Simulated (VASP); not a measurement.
Consider the following.

```
La2O3
1.0
    1.99655    -3.45812     0.00000
    1.99655     3.45812     0.00000
    0.00000     0.00000     6.21880
La O
2 3
Direct
  0.33333   0.66667   0.24593
  0.66667   0.33333   0.75407
  0.00000   0.00000   0.00000
  0.33333   0.66667   0.64623
  0.66667   0.33333   0.35377
```

Method: PBE GGA with D4 dispersion, VASP's PBE PAW potentials (set 64) (plane waves; VASP). Settings: 520 eV cut-off, 7×7×4 Γ-centred mesh, Gaussian smearing of 0.050 eV, potentials La O.

Q: The ions and cell shape at fixed volume are relaxed. What does this cell relax into?

A: 
```
La2O3
1.0
    1.98154    -3.43213     0.00000
    1.98154     3.43213     0.00000
    0.00000     0.00000     6.31335
La O
2 3
Direct
  0.33333   0.66667   0.25006
  0.66667   0.33333   0.74994
  0.00000   0.00000   0.00000
  0.33333   0.66667   0.64431
  0.66667   0.33333   0.35569
```
Space group P-3m1 (164), at a tolerance of 0.03 Å.

Q: How much energy does the relaxation gain?

A: The energy (σ→0) changes by -3.4 meV/atom, in 11 ionic steps.

The compound is La2O3 in the a-type structure. This cell is one point of a volume scan, at 1.06 of the reference volume. Symmetry was kept, so distortions that lower it aren't found.
